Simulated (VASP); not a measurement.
These are PBEsol GGA, VASP's PBE PAW potentials (set 64) (plane waves; VASP) values and carry that method's errors.

VASP ran on this input.

### POSCAR
```
HfO
1.0
  3.1325690141   0.0000000000   0.0000000000
 -1.5662845071   2.7128843644   0.0000000000
  0.0000000000   0.0000000000   6.5824829205
Hf O
2 2
Cart
 -0.0000015663   1.8085904806   0.2385028957
  1.5662860733   0.9042938838   3.5297443559
 -0.0000015663   1.8085904806   2.2299281995
  1.5662860733   0.9042938838   5.5211696598
```

**INCAR**
```
LASPH=.TRUE.   ! aspherical one-centre terms
ISIF=3   ! ions, shape and volume
PREC=Accurate
LREAL=.FALSE.   ! projection in real space or not
NSW=60   ! most ionic steps
NELM=100
LMAXMIX=6   ! l cut-off of mixed one-centre charges
EDIFFG=-0.02   ! ionic stop
LCHARG=.FALSE.
ENCUT=520   ! plane-wave cut-off (eV)
ISMEAR=1   ! Methfessel-Paxton
IBRION=2   ! conjugate gradients
ALGO=Normal
SYSTEM=HfO
LWAVE=.FALSE.
SIGMA=0.1   ! width (eV)
EDIFF=1E-6   ! SCF stop (eV)
GGA=PS
```

File KPOINTS:
```
kpoints
0
gamma
10 10 4
0 0 0
```

POTCAR, in this order: Hf_pv O (PBE.64 set). Program: vasp_std.

The resulting files:

### OUTCAR
```
 ion  position               nearest neighbor table
   1  0.333  0.667  0.036-   3 1.99   4 2.23   4 2.23   4 2.23   2 3.76   2 3.76   2 3.76   2 3.76
                             2 3.76   2 3.76
   2  0.667  0.333  0.536-   4 1.99   3 2.23   3 2.23   3 2.23   1 3.76   1 3.76   1 3.76   1 3.76
                             1 3.76   1 3.76
   3  0.333  0.667  0.339-   1 1.99   2 2.23   2 2.23   2 2.23
   4  0.667  0.333  0.839-   2 1.99   1 2.23   1 2.23   1 2.23
  LATTYP: Found a hexagonal cell.
 ALAT       =     3.1325690141
 C/A-ratio  =     2.1013049963
 Subroutine PRICEL returns:
 Original cell was already a primitive cell.
 Subroutine GETGRP returns: Found 12 space group operations
The static configuration has the point symmetry C_3v.
 The point group associated with its full space group is C_6v.
The dynamic configuration has the point symmetry C_3v.
 Subroutine INISYM returns: Found 12 space group operations
 Subroutine IBZKPT returns following result:
 Found     42 irreducible k-points:

 Following reciprocal coordinates:
            Coordinates               Weight
  0.000000  0.000000  0.000000      1.000000
  0.100000  0.000000  0.000000      6.000000
  0.200000  0.000000  0.000000      6.000000
  0.300000  0.000000  0.000000      6.000000
  0.400000  0.000000  0.000000      6.000000
  0.500000  0.000000  0.000000      3.000000
  0.100000  0.100000  0.000000      6.000000
  0.200000  0.100000  0.000000     12.000000
  0.300000  0.100000  0.000000     12.000000
  0.400000  0.100000  0.000000     12.000000
  0.200000  0.200000  0.000000      6.000000
  0.300000  0.200000  0.000000     12.000000
  0.400000  0.200000  0.000000      6.000000
  0.300000  0.300000  0.000000      6.000000
  0.000000  0.000000  0.250000      2.000000
  0.100000  0.000000  0.250000     12.000000
  0.200000  0.000000  0.250000     12.000000
  0.300000  0.000000  0.250000     12.000000
  0.400000  0.000000  0.250000     12.000000
  0.500000  0.000000  0.250000      6.000000
  0.100000  0.100000  0.250000     12.000000
  0.200000  0.100000  0.250000     24.000000
  0.300000  0.100000  0.250000     24.000000
  0.400000  0.100000  0.250000     24.000000
  0.200000  0.200000  0.250000     12.000000
  0.300000  0.200000  0.250000     24.000000
  0.400000  0.200000  0.250000     12.000000
  0.300000  0.300000  0.250000     12.000000
  0.000000  0.000000  0.500000      1.000000
  0.100000  0.000000  0.500000      6.000000
  0.200000  0.000000  0.500000      6.000000
  0.300000  0.000000  0.500000      6.000000
  0.400000  0.000000  0.500000      6.000000
  0.500000  0.000000  0.500000      3.000000
  0.100000  0.100000  0.500000      6.000000
  0.200000  0.100000  0.500000     12.000000
  0.300000  0.100000  0.500000     12.000000
  0.400000  0.100000  0.500000     12.000000
  0.200000  0.200000  0.500000      6.000000
  0.300000  0.200000  0.500000     12.000000
   k-points           NKPTS =     42   k-points in BZ     NKDIM =     42   number of bands    NBANDS=     20
   number of dos      NEDOS =    301   number of ions     NIONS =      4
   total plane-waves  NPLWV =  28800
   dimension x,y,z NGX =    24 NGY =   24 NGZ =   50
   dimension x,y,z NGXF=    48 NGYF=   48 NGZF=  100
   ions per type =               2   2
   PREC   = accura    normal or accurate (medium, high low for compatibility)
   ISTART =      0    job   : 0-new  1-cont  2-samecut
   ICHARG =      2    charge: 1-file 2-atom 10-const
   ISPIN  =      1    spin polarized calculation?
   LNONCOLLINEAR =      F non collinear calculations
   LSORBIT =      F    spin-orbit coupling
   INIWAV =      1    electr: 0-lowe 1-rand  2-diag
...
```

**OSZICAR**
```
       N       E                     dE             d eps       ncg     rms          rms(c)
DAV:   1     0.157755678923E+03    0.15776E+03   -0.18307E+04  1680   0.157E+03
DAV:   2    -0.361818975602E+02   -0.19394E+03   -0.18770E+03  2212   0.362E+02
DAV:   3    -0.448956893178E+02   -0.87138E+01   -0.85144E+01  2084   0.642E+01
DAV:   4    -0.450194379507E+02   -0.12375E+00   -0.12298E+00  2052   0.767E+00
DAV:   5    -0.450228707797E+02   -0.34328E-02   -0.34296E-02  2044   0.958E-01    0.682E+01
DAV:   6    -0.411315937560E+02    0.38913E+01   -0.25254E+01  1892   0.317E+01    0.523E+01
DAV:   7    -0.410415314492E+02    0.90062E-01   -0.45131E+00  1936   0.151E+01    0.156E+01
DAV:   8    -0.408335128782E+02    0.20802E+00   -0.11298E+00  1944   0.675E+00    0.184E+00
DAV:   9    -0.408286791049E+02    0.48338E-02   -0.48769E-02  1872   0.167E+00    0.195E+00
DAV:  10    -0.408287175705E+02   -0.38466E-04   -0.31856E-03  2132   0.398E-01    0.263E-01
DAV:  11    -0.408287712506E+02   -0.53680E-04   -0.93081E-04  1932   0.209E-01    0.566E-01
DAV:  12    -0.408286971860E+02    0.74065E-04   -0.35942E-04  1908   0.128E-01    0.126E-01
DAV:  13    -0.408286979924E+02   -0.80642E-06   -0.20047E-05  1988   0.348E-02    0.394E-02
DAV:  14    -0.408286975745E+02    0.41797E-06   -0.86453E-07  1168   0.788E-03
   1 F= -.40828698E+02 E0= -.40828338E+02  d E =-.408287E+02
       N       E                     dE             d eps       ncg     rms          rms(c)
DAV:   1    -0.408309703463E+02   -0.22724E-02   -0.12109E-01  1696   0.286E+00    0.871E-01
DAV:   2    -0.408291821539E+02    0.17882E-02   -0.90301E-03  1964   0.717E-01    0.233E-01
DAV:   3    -0.408288079875E+02    0.37417E-03   -0.67730E-04  1828   0.208E-01    0.128E-01
DAV:   4    -0.408287355774E+02    0.72410E-04   -0.29025E-04  2012   0.128E-01    0.925E-02
DAV:   5    -0.408287367155E+02   -0.11381E-05   -0.10573E-05  2172   0.238E-02    0.745E-02
DAV:   6    -0.408287383829E+02   -0.16674E-05   -0.48654E-06  1892   0.128E-02    0.909E-03
DAV:   7    -0.408287384500E+02   -0.67071E-07   -0.28371E-07   936   0.384E-03
   2 F= -.40828738E+02 E0= -.40828378E+02  d E =-.408755E-04
       N       E                     dE             d eps       ncg     rms          rms(c)
DAV:   1    -0.408293448524E+02   -0.60647E-03   -0.25821E-02  1688   0.132E+00    0.404E-01
DAV:   2    -0.408289618685E+02    0.38298E-03   -0.19205E-03  1956   0.330E-01    0.108E-01
DAV:   3    -0.408288851211E+02    0.76747E-04   -0.14290E-04  1800   0.955E-02    0.591E-02
DAV:   4    -0.408288682886E+02    0.16833E-04   -0.61865E-05  2016   0.588E-02    0.425E-02
DAV:   5    -0.408288680795E+02    0.20913E-06   -0.20479E-06  1464   0.110E-02
   3 F= -.40828868E+02 E0= -.40828508E+02  d E =-.170505E-03
```

### OUTCAR
```
------------------------ aborting loop because EDIFF is reached ----------------------------------------
  FORCE on cell =-STRESS in cart. coord.  units (eV):
  Direction    XX          YY          ZZ          XY          YZ          ZX
  --------------------------------------------------------------------------------------
  Total        0.0089538      0.0089538      0.0072106     -0.0000000      0.0000000     -0.0000000
  in kB        0.2569408      0.2569408      0.2069190     -0.0000000      0.0000000     -0.0000000
  external PRESSURE =       0.2402669 kB  Pullay stress =       0.0000000 kB
  volume of cell :       55.83
      direct lattice vectors                 reciprocal lattice vectors
     3.130044126  0.000000000 -0.000000000     0.319484314  0.184454353  0.000000000
    -1.565022063  2.710697747  0.000000000    -0.000000000  0.368908707 -0.000000000
    -0.000000000  0.000000000  6.580396917     0.000000000 -0.000000000  0.151966517
 POSITION                                       TOTAL-FORCE (eV/Angst)
 -----------------------------------------------------------------------------------
     -0.00000      1.80713      0.23755        -0.000000      0.000000      0.000325
      1.56502      0.90357      3.52775        -0.000000     -0.000000      0.000325
     -0.00000      1.80713      2.23010         0.000000     -0.000000     -0.000325
      1.56502      0.90357      5.52030        -0.000000     -0.000000     -0.000325
 -----------------------------------------------------------------------------------
    total drift:                               -0.002060      0.001189     -0.000328
  FREE ENERGIE OF THE ION-ELECTRON SYSTEM (eV)
  ---------------------------------------------------
  free  energy   TOTEN  =       -40.8288680795 eV

  energy  without entropy=      -40.8277882814  energy(sigma->0) =      -40.82850815

 reached required accuracy - stopping structural energy minimisation
```
(Selected blocks of OUTCAR.)

### CONTCAR
```
HfO
   1.00000000000000
     3.1300441257967337    0.0000000000000465   -0.0000000000000000
    -1.5650220629482861    2.7106977469414901    0.0000000000000000
    -0.0000000000000000    0.0000000000000000    6.5803969168544487
  Hf              O
     2     2
Direct
     0.3333330000000032    0.6666669999999968    0.0360995897354863
     0.6666669999999968    0.3333330000000032    0.5360995897354863
     0.3333330000000032    0.6666669999999968    0.3389004102645137
     0.6666669999999968    0.3333330000000032    0.8389004102645137
```

The structure was generated: HfO was put into the wurtzite type (P6_3mc), which need not be its known phase. This run relaxes it. Symmetry was kept, so distortions that lower it aren't found. The start is the result of an earlier pass.
